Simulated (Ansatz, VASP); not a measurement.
# Cross-check of TiC between VASP and Ansatz

Aim: how closely do two programs agree when they are given the same cell, functional and k mesh? The structure shown is the end of the Ansatz relaxation below.

Calculated with Ansatz 0.2.0; plane waves, with VASP 6.6.1 beside it; single point at PBEsol.

### 1. The structure

The structure is trigonal, space group R-3m (No. 166). The conventional cell has a = 3.005 Å, b = 3.005 Å, c = 7.482 Å, α = 90.00°, β = 90.00°, γ = 120.00°. C has 6 Ti at 2.14 Å nearest. Ti has 6 C at 2.14 Å nearest. Farther neighbours are not listed.

### 2. Ansatz: relaxation, PBEsol

Ansatz runs on its PAW soft_1 files.

This run makes the geometry at which the two programs are then compared.

Input file input.yaml:

```yaml
crystal:
  lattice:
    - [0.0143096221, 2.139288506, 2.139288506]
    - [2.139288506, 0.0143096221, 2.139288506]
    - [2.139288506, 2.139288506, 0.0143096221]
  atoms:
    - { symbol: C, position: [0.5, 0.5, 0.5] }
    - { symbol: Ti, position: [0.0, 0.0, 0.0] }
  conventional_axes: [[-1, 1, 0], [0, -1, 1], [1, 1, 1]]
kpoints:
  mp_grid: { grid: [16, 16, 16] }
hamiltonian:
  xc: pbesol
  pseudopotentials: { kind: paw, azcp: { folder: soft_1 }, xc_functional: pbe }
scf:
  occupations: { method: methfessel_paxton, width: 0.2 }
output:
  forces: true
  stress: true
  eigenvalues: true
relax:
  adjacent_minimum: "off"
  f_tol: 0.001
  max_steps: 60
  cell: { stress_tol: 0.01, fix: [a, b, gamma] }
```

Launch:

```console
$ ansatz run input.yaml --threads 4 --pin off --max-ram 10240MiB --backend cpu --events-out ev --progress --plain --runs-dir out
```

Numbers of over 12 decimals in the logs are rounded to 6 here.

What it wrote:

```text
Engine: ansatz 0.2.0, x86_64-unknown-linux-gnu
Pseudopotentials: kind: paw
Pseudopotential: C, paw, valence charge 4, recommended cutoff 420 eV (normal), soft_1/C.paw.azcp
Pseudopotential: Ti, paw, valence charge 12, recommended cutoff 420 eV (normal), soft_1/Ti.paw.azcp
Functional definition: PBEsol
  exchange = pbesol_x
  correlation = pbesol_c
Crystal: 2 atoms, lattice volume = 19.385 Å³
Basis set: ecut = 420 eV, 345 PW (Γ), exchange–correlation on 48×48×48 points (8 copies of the dense FFT grid, shifted against one another)
Bands: 12, of which v1, the nominal top of the filled ones, is band 8 counted from 1 (7 counted from 0)
Symmetry: 12 space group operations
Space group: R-3m (ITA 166), of the structure as read, at distance tolerance 2.7e-5 Å
k-points: 417 of 4096
Non-local potential: C, projectors of the file, l = 0: 2, l = 1: 2, l = 2: 1
Non-local potential: Ti, projectors of the file, l = 0: 3, l = 1: 2, l = 2: 3, l = 3: 1
PAW form: soft (Blöchl's): semilocal exchange-correlation on the pseudo side does not see the compensation charge
PAW frozen core: C, regenerated for the run's functional, and the local potential with it (the file was generated under x = pbe(κ = 0.804, μ = 0.219515), c = pbe(β = 0.066725))
PAW frozen core: Ti, regenerated for the run's functional, and the local potential with it (the file was generated under x = pbe(κ = 0.804, μ = 0.219515), c = pbe(β = 0.066725))
PAW one-centre angular grid: C, 110 points (default); XC on 64 Gauss nodes
PAW one-centre angular grid: Ti, 590 points (default); XC on 64 Gauss nodes
Initial density: superposition of atomic densities (chi_scale 0.1, normalization cell, long waves kept (reshape's long-wave potential 0.00 eV rms))
Initial wavefunctions: pseudopotential atomic-orbital guess
Functional: x = pbesol(κ = 0.804, μ = 0.123457), c = pbesol(β = 0.046)
SCF iter   1: F=—  HF=-2723.420798 eV  |F-HF|=—  |Δ(HF+E_count)|=         —  Δρ=1.41e-1  dr2=4.90e0  ethr=3.10e-3  ⟨swp⟩=4.3  Hψ=24027  notcnv=0
preconditioner: auto → none  [metal: Δε(μ)=0.038 eV  Ē_g=20.493 eV  σ=0.200 eV  W_gap=0.16  n_scr=8 (ndim 8)  ℏωp=31.6 eV  f_vac=0.000  D(μ)=0.22/eV (n_scr^D=0)  sad-step TF]
SCF iter   2: F=—  HF=-2722.923504 eV  |F-HF|=—  |Δ(HF+E_count)|=   4.97e-1  S|Δr|=    0.00e0  Δρ=9.90e-2  dr2=2.48e0  ethr=3.10e-3  ⟨swp⟩=2.0  Hψ=9959  notcnv=0
SCF iter   3: F=—  HF=-2722.419445 eV  |F-HF|=—  |Δ(HF+E_count)|=   5.04e-1  S|Δr|=    0.00e0  Δρ=8.35e-3  dr2=7.48e-3  ethr=3.10e-3  ⟨swp⟩=2.7  Hψ=10107  notcnv=1
SCF iter   4: F=—  HF=-2722.416446 eV  |F-HF|=—  |Δ(HF+E_count)|=   3.00e-3  S|Δr|=    0.00e0  Δρ=1.40e-3  dr2=1.51e-4  ethr=4.68e-5  ⟨swp⟩=2.0  Hψ=11808  notcnv=0
SCF iter   5: F=—  HF=-2722.416617 eV  |F-HF|=—  |Δ(HF+E_count)|=   1.71e-4  S|Δr|=    0.00e0  Δρ=3.69e-4  dr2=1.80e-5  ethr=9.45e-7  ⟨swp⟩=2.0  Hψ=6673  notcnv=0
SCF iter   6: F=—  HF=-2722.416617 eV  |F-HF|=—  |Δ(HF+E_count)|=   2.19e-7  S|Δr|=    0.00e0  Δρ=3.14e-5  dr2=1.62e-7  ethr=1.13e-7  ⟨swp⟩=2.1  Hψ=7948  notcnv=0
SCF iter   7: F=-2722.416617 eV  HF=-2722.416617 eV  |F-HF|=4.12e-10  |Δ(HF+E_count)|=   3.74e-8  S|Δr|=    0.00e0  Δρ=2.28e-6  dr2=6.57e-10  ethr=6.25e-10  ⟨swp⟩=5.0  Hψ=21131  notcnv=0
SCF 1 converged in 7 iterations: F = -2722.416617 eV  dr2 = 6.57e-10
  greatest PAW one-centre occupation: 0.998 electrons in one spin orbital (limit 2), on the Ti atom at site 1 (counted from 0), in its partial waves of l = 0
relax step   1: F+E_penalty+E_count = -2722.41661745 eV  Δ(F+E_penalty+E_count) = +0.000e0 eV  max|allowed force component| = 1.262e-29 eV/Å  Δτ_max = 0.0000 Å  P = +5.596 GPa  Ω = 19.385 Å³  fix = [a, b, gamma]  reactions: a +6.765, b +6.765 GPa  (7 SCF iters, dr2 threshold 1.00e-7 eV, accepted)
[...]
relax step   2: F+E_penalty+E_count = -2722.41764617 eV  Δ(F+E_penalty+E_count) = -1.029e-3 eV  max|allowed force component| = 9.466e-30 eV/Å  Δτ_max = 0.0000 Å  P = +3.625 GPa  Ω = 19.518 Å³  energy of the carried Pulay correction = -1.843e-4 eV  fix = [a, b, gamma]  reactions: a +5.607, b +5.607 GPa  (4 SCF iters, dr2 threshold 2.00e-7 eV, accepted)
[...]
relax step   3: F+E_penalty+E_count = -2722.41767685 eV  Δ(F+E_penalty+E_count) = -3.067e-5 eV  max|allowed force component| = 5.522e-30 eV/Å  Δτ_max = 0.0000 Å  P = +3.808 GPa  Ω = 19.506 Å³  energy of the carried Pulay correction = -1.670e-4 eV  fix = [a, b, gamma]  reactions: a +5.713, b +5.713 GPa  (3 SCF iters, dr2 threshold 2.00e-7 eV, accepted)
[...]
relax step   4: F+E_penalty+E_count = -2722.41785802 eV  Δ(F+E_penalty+E_count) = -1.812e-4 eV  max|allowed force component| = 4.865e-30 eV/Å  Δτ_max = 0.0000 Å  P = +3.818 GPa  Ω = 19.506 Å³  fix = [a, b, gamma]  reactions: a +5.718, b +5.718 GPa  stress off target by 1.79e-2 GPa on what of the cell is left free  SCF on the basis re-selected at this cell (its energy is not comparable with the rows above)  (5 SCF iters)
[...]
relax step   5: F+E_penalty+E_count = -2722.41785713 eV  Δ(F+E_penalty+E_count) = +8.907e-7 eV  max|allowed force component| = 1.841e-30 eV/Å  Δτ_max = 0.0000 Å  P = +3.808 GPa  Ω = 19.506 Å³  energy of the carried Pulay correction = -9.283e-7 eV  fix = [a, b, gamma]  reactions: a +5.712, b +5.712 GPa  (3 SCF iters, dr2 threshold 8.04e-10 eV, accepted)
[...]
relax step   6: F+E_penalty+E_count = -2722.41785825 eV  Δ(F+E_penalty+E_count) = -1.117e-6 eV  max|allowed force component| = 6.574e-31 eV/Å  Δτ_max = 0.0000 Å  P = +3.808 GPa  Ω = 19.506 Å³  fix = [a, b, gamma]  reactions: a +5.712, b +5.712 GPa  stress off target by 1.30e-4 GPa on what of the cell is left free  SCF on the basis re-selected at this cell (its energy is not comparable with the rows above)  (3 SCF iters)
basis re-selected at this cell: Δ(F+E_penalty+E_count) = -1.117e-6 eV, ΔP = +0.000 GPa vs the last step (what re-selecting the basis moved, of the pressure what is left beyond the Pulay correction that the steps carried, after the strain that the cell walked since its last selection, with what the two solves' SCF thresholds leave and, on support functions, any second-order correction that the steps lacked; it is no m [...]
SCF converged after 3 iterations
Stability not checked: this state was not tested for a lower state beside it, because cold or Methfessel-Paxton smearing, or corrected tetrahedra, fill the levels in a way that the test cannot read (fill_not_monotonic; see scf.lower_state_search)
Free energy (F): -2722.417858 eV
Harris-Foulkes:  -2722.417858 eV  (|F-HF|=0.00e0)
Internal energy: -2722.417685 eV  (E = F + TS)
E sigma→0 (E₀):  -2722.417815 eV
Entropy (-TS):   -0.000173 eV (-0.087 meV/atom)
Fermi energy:    15.215344 eV
--- Per-component energies (eV) ---
  E_band       = -100.877796
  E_kinetic    = 368.076235
  E_local      = -805.105901  (includes V_loc(G=0)·N_el)
  E_nonlocal   = 84.669539
  E_hartree    = 318.411654
  E_xc         = -164.015828
  E_vxc        = -205.564044  (∫ρ·V_xc dr)
  E_paw        = -1112.335906  (= ΣΔE_a)
  E_vpaw       = -179.776854  (= ΣTr[D̂ρ^β])
  E_aug_tail   = -0.000065  (compensation charges beyond the density's cutoff)
  E_ewald      = -1412.277898
  E_core_change = 0.160485  (= ΣΔE_core)
  E_smearing   = -0.000173  (= −TS)
  E_closure    = -0.000000  (closes the sum)
  Σ components = -2722.417858   (vs F -2722.417858, Δ=0.00e0)
--- Forces (eV/Å), atoms counted from 1 ---
  atom   1  C      0.00000000     0.00000000    -0.00000000
  atom   2  Ti    -0.00000000     0.00000000     0.00000000
  max |Σ_I F_I| component: 1.18e-30 eV/Å
--- Stress (GPa, compression-positive) ---
        3.808364      -1.904117      -1.904117
       -1.904117       3.808364      -1.904117
       -1.904117      -1.904117       3.808364
  P = ⅓ Tr σ = 3.8084 GPa (38.084 kbar)
--- Band table (eV; the first three rows and the last of 417) ---
  k-point 0: bands = [... 4 lower, 2.6640, 15.7898, 15.9542, 15.9542, 16.8851, 17.0276, 17.0276, 17.0492]
  k-point 1: bands = [... 4 lower, 2.7585, 15.4800, 15.6181, 15.7715, 16.2388, 16.2978, 17.2510, 18.0464]
  k-point 2: bands = [... 4 lower, 3.0357, 14.5837, 14.8374, 14.9725, 16.2908, 16.3828, 17.5907, 19.1752]
  k-point 416: bands = [... 4 lower, 6.2960, 9.1534, 12.2844, 12.2844, 18.2702, 18.2702, 19.5000, 23.7570]
--- Relaxed structure (4 steps of the walk, 4 accepted, 2 SCFs on fresh bases) ---
  F+E_penalty+E_count = -2722.41785825 eV   max|allowed force component| = 6.574e-31 eV/Å   (the final SCF, on the basis selected at the relaxed cell)
  cell:  # Å, volume = 19.5064 Å³
    - [0.023292, 2.148271, 2.148271]
    - [2.148271, 0.023292, 2.148271]
    - [2.148271, 2.148271, 0.023292]
  atoms:
    - { symbol: C, position: [0.5, 0.5, 0.5] }
    - { symbol: Ti, position: [0, 0, 0] }
```

In the SCF lines HF is the Harris–Foulkes energy and dr2 the Hartree energy of the density residual, in eV; the loop may stop once dr2 is under the threshold and the program's other checks hold. Hψ counts applications of the Hamiltonian.

### 3. VASP: single point, PBEsol, pair 1

The same cell, functional, mesh and smearing now go to VASP, with its own data sets.

Lines of VASP's logs that name or quote its potential files are left out, and so is its time.

Input file INCAR:

```
SYSTEM = TiC
PREC = Accurate
ENCUT = 600
EDIFF = 1E-06
NELM = 120
ISMEAR = 1
SIGMA = 0.2
LREAL = .FALSE.
ALGO = Normal
GGA = PS
NBANDS = 14
LASPH = .TRUE.
LORBIT = 11
LWAVE = .FALSE.
LCHARG = .FALSE.
ISIF = 2
GGA_COMPAT = .FALSE.
KPAR = 2
```

Input file POSCAR:

```
TiC
1.0
    0.0232920261      2.1482709100      2.1482709100
    2.1482709100      0.0232920261      2.1482709100
    2.1482709100      2.1482709100      0.0232920261
C Ti
1 1
Direct
    0.5000000000      0.5000000000      0.5000000000
    0.0000000000      0.0000000000      1.0000000000
```

Input file KPOINTS:

```
Automatic mesh
0
Gamma
16 16 16
0 0 0
```

Potentials, in the order of the species: C and Ti_sv (PBE family, release 64).

Launch:

```console
$ mpirun -np 2 vasp_std
```

What it wrote:

```text
[banner, memory and clock lines left out]
running    2 mpi-ranks, on    1 nodes
 distrk:  each k-point on    1 cores,    2 groups
 distr:  one band on    1 cores,    1 groups

 POSCAR found type information on POSCAR C Ti
 POSCAR found :  2 types and       2 ions
|                                                                             |
|               ----> ADVICE to this user running VASP <----                  |
|                                                                             |
|     You enforced a specific xc type in the INCAR file but a different       |
|     [... a line on the potential file left out ...]
|     I HOPE YOU KNOW WHAT YOU ARE DOING!                                     |
|                                                                             |

 LDA part: xc-table for (Slater+PW92), standard interpolation
 POSCAR, INCAR and KPOINTS ok, starting setup
 FFT: planning ... GRIDC
 FFT: planning ... GRID_SOFT
 FFT: planning ... GRID
 WAVECAR not read
 entering main loop
       N       E                     dE             d eps       ncg     rms          rms(c)
DAV:   1     0.127663075138E+03    0.12766E+03   -0.88778E+03 11676   0.152E+03
DAV:   2    -0.162862572568E+02   -0.14395E+03   -0.13562E+03 12390   0.373E+02
DAV:   3    -0.247601674434E+02   -0.84739E+01   -0.82665E+01 15614   0.869E+01
DAV:   4    -0.251046829524E+02   -0.34452E+00   -0.34421E+00 14510   0.158E+01
DAV:   5    -0.251139242116E+02   -0.92413E-02   -0.92406E-02 15832   0.226E+00    0.193E+01
DAV:   6    -0.203166737259E+02    0.47973E+01   -0.12353E+01 16898   0.603E+01    0.658E+00
DAV:   7    -0.198312514043E+02    0.48542E+00   -0.19437E+00 14138   0.209E+01    0.541E+00
DAV:   8    -0.197982434438E+02    0.33008E-01   -0.11639E-01 13220   0.442E+00    0.293E+00
DAV:   9    -0.197979221180E+02    0.32133E-03   -0.88684E-02 14318   0.342E+00    0.840E-01
DAV:  10    -0.197962114913E+02    0.17106E-02   -0.92617E-03 16398   0.136E+00    0.668E-01
DAV:  11    -0.197945075864E+02    0.17039E-02   -0.49566E-03 12462   0.105E+00    0.931E-02
DAV:  12    -0.197944936702E+02    0.13916E-04   -0.33378E-04 13254   0.241E-01    0.241E-02
DAV:  13    -0.197944866941E+02    0.69761E-05   -0.12242E-05 16806   0.428E-02    0.498E-03
DAV:  14    -0.197944862118E+02    0.48231E-06   -0.28347E-07  8370   0.898E-03
   1 F= -.19794486E+02 E0= -.19794430E+02  d E =-.169436E-03
```

Parts of OUTCAR (step 3):

```text
ion  position               nearest neighbor table
   1  0.500  0.500  0.500-   2 2.14   2 2.14   2 2.14   2 2.14   2 2.14   2 2.14
   2  0.000  0.000  0.000-   1 2.14   1 2.14   1 2.14   1 2.14   1 2.14   1 2.14

  LATTYP: Found a trigonal (rhomboedric) cell.
 ALAT       =     3.0382031407
 COS(alpha) =     0.5108121962

 Subroutine GETGRP returns: Found 12 space group operations
 (whereof 12 operations were pure point group operations)

The static configuration has the point symmetry D_3d.

 Found    417 irreducible k-points:

   k-points           NKPTS =    417   k-points in BZ     NKDIM =    417   number of bands    NBANDS=     14

   dimension x,y,z NGX =    24 NGY =   24 NGZ =   24
   dimension x,y,z NGXF=    48 NGYF=   48 NGZF=   48

   ENCUT  =  600.0 eV  44.10 Ry    6.64 a.u.   6.07  6.07  6.07*2*pi/ulx,y,z

   NELECT =      16.0000    total number of electrons

 k-points in reciprocal lattice and weights: Automatic mesh
   0.00000000  0.00000000  0.00000000       0.000
   0.06250000  0.00000000  0.00000000       0.001
   0.12500000  0.00000000  0.00000000       0.001
   0.18750000  0.00000000  0.00000000       0.001
   0.25000000  0.00000000  0.00000000       0.001
   0.31250000  0.00000000  0.00000000       0.001
   0.37500000  0.00000000  0.00000000       0.001
   0.43750000  0.00000000  0.00000000       0.001
   0.50000000  0.00000000  0.00000000       0.001
[...]
-0.43750000  0.50000000  0.43750000       0.001
   0.50000000  0.50000000  0.50000000       0.000

 average (electrostatic) potential at core
       1 -44.1117       2 -70.3394

 E-fermi :   9.7806

 k-point     1 :       0.0000    0.0000    0.0000
  band No.  band energies     occupation
      1     -46.4262      2.00000
      2     -22.5402      2.00000
      3     -22.5246      2.00000
      4     -22.5246      2.00000
      5      -2.7705      2.00000
      6      10.3516     -0.00041
      7      10.5154     -0.00000
      8      10.5154     -0.00000
      9      11.4481     -0.00000
     10      11.5903     -0.00000
    ...

 k-point     2 :       0.0625    0.0000    0.0000
  band No.  band energies     occupation
      1     -46.4228      2.00000
      2     -22.5518      2.00000
      3     -22.5388      2.00000
      4     -22.5270      2.00000
      5      -2.6760      2.00000
      6      10.0433     -0.06876
      7      10.1805     -0.01602
      8      10.3335     -0.00066
      9      10.7983     -0.00000
     10      10.8568     -0.00000
    ...

 k-point     3 :       0.1250    0.0000    0.0000
  band No.  band energies     occupation
    ...
      4     -22.5338      2.00000
      5      -2.3988      2.00000
      6       9.1493      2.00008
      7       9.4014      2.02205
      8       9.5363      2.07091
      9      10.8502     -0.00000
     10      10.9417     -0.00000
     11      12.1498     -0.00000
     12      13.7307     -0.00000
     13      13.7711     -0.00000
    ...

  Total        0.4904786      0.4904786      0.4904786     -0.2309986     -0.2309986     -0.2309986
  in kB       40.2860200     40.2860200     40.2860200    -18.9733342    -18.9733342    -18.9733342
  external PRESSURE =      40.2860200 kB  Pullay stress =       0.0000000 kB

  energy-cutoff  :      600.00
  volume of cell :       19.51
      direct lattice vectors                 reciprocal lattice vectors
     0.023292026  2.148270910  2.148270910    -0.236565146  0.234027766  0.234027766
     2.148270910  0.023292026  2.148270910     0.234027766 -0.236565146  0.234027766
     2.148270910  2.148270910  0.023292026     0.234027766  0.234027766 -0.236565146

 POSITION                                       TOTAL-FORCE (eV/Angst)
 -----------------------------------------------------------------------------------
      2.15992      2.15992      2.15992        -0.000000      0.000000     -0.000000
      0.00000      0.00000      0.00000         0.000000     -0.000000      0.000000
 -----------------------------------------------------------------------------------
    total drift:                                0.000000     -0.000000     -0.000000

  FREE ENERGIE OF THE ION-ELECTRON SYSTEM (eV)
  ---------------------------------------------------
  free  energy   TOTEN  =       -19.7944862118 eV

  energy  without entropy=      -19.7943167762  energy(sigma->0) =      -19.79442973

 total charge
# of ion       s       p       d       tot
------------------------------------------
    1        0.893   1.515   0.000   2.408
    2        2.210   6.272   2.014  10.496
--------------------------------------------------
tot          3.103   7.786   2.014  12.904

[... 3 further parts left out ...]
```

The run ends at a pressure of 4.03 GPa.

### 4. Comparison

Known differences besides the potentials themselves: the cutoff is 420 eV in Ansatz and 600 eV in VASP; Ansatz makes its cores anew for this functional, VASP keeps those of its PBE data sets; Ansatz's pressure holds a Pulay correction, VASP's none. Total energies have different zeros and are not compared.

Both answers:

| quantity | Ansatz | VASP | difference |
| --- | --- | --- | --- |
| pressure (GPa) | 3.81 | 4.03 | -0.22 |

### 5. Ansatz: relaxation, PBEsol

This run makes the geometry at which the two programs are then compared. The cell compared in this pair holds 20.09 Å³, against 19.51 Å³ for the pair before.

The structure compared here is the end of the Ansatz relaxation.

input.yaml, the sections that differ from step 2:

```yaml
crystal:
  lattice:
    - [0.0, 2.1679077502, 2.146443317]
    - [2.1679077502, 0.0, 2.146443317]
    - [2.1679077502, 2.1679077502, 0.0]
  atoms:
    - { symbol: C, position: [0.5, 0.5, 0.5] }
    - { symbol: Ti, position: [0.0, 0.0, 0.0] }
  conventional_axes: [[-1, 1, 1], [1, -1, 1], [1, 1, -1]]
# kpoints, hamiltonian, scf, output, relax: as in step 2
```

Launch:

```console
$ ansatz run input.yaml --threads 4 --pin off --max-ram 10240MiB --backend cpu --events-out ev --progress --plain --runs-dir out
```

What it wrote:

```text
[...]
Crystal: 2 atoms, lattice volume = 20.176 Å³
Basis set: ecut = 420 eV, 403 PW (Γ), exchange–correlation on 48×48×48 points (8 copies of the dense FFT grid, shifted against one another)
Bands: 12, of which v1, the nominal top of the filled ones, is band 8 counted from 1 (7 counted from 0)
Symmetry: 16 space group operations
[...]
k-points: 349 of 4096
[...]
k-point 348: bands = [... 4 lower, 4.6131, 11.3610, 12.9865, 14.6215, 14.6215, 17.5077, 18.3099, 18.3099]
--- Relaxed structure (5 steps of the walk, 5 accepted, 2 SCFs on fresh bases) ---
[...]
cell:  # Å, volume = 20.0865 Å³
    - [0.0, 2.1679077502, 2.136944]
    - [2.1679077502, 0.0, 2.136944]
    - [2.1679077502, 2.1679077502, 0.0]
  atoms:
    - { symbol: C, position: [0.5, 0.5, 0.5] }
    - { symbol: Ti, position: [0, 0, 0] }
[key lines of the parts left out:]
SCF converged after 3 iterations
Free energy (F): -2722.417387 eV
Fermi energy:    14.702149 eV
P = ⅓ Tr σ = -3.9103 GPa (-39.103 kbar)
```

(Part 1 of 2 ends here.)

[Lines on the potential files, build, host, timing and source positions are cut from VASP's logs without a mark.]

[Logs are printed without paths, hosts, clocks, repeated set-up lines and the standing remarks that a program may print on its own settings, such as how far it seeks lower states.]

[Hosts, paths, dates, database ids (printed as entryN), source tags and the programs' standing remarks are cut or masked in the printed files.]
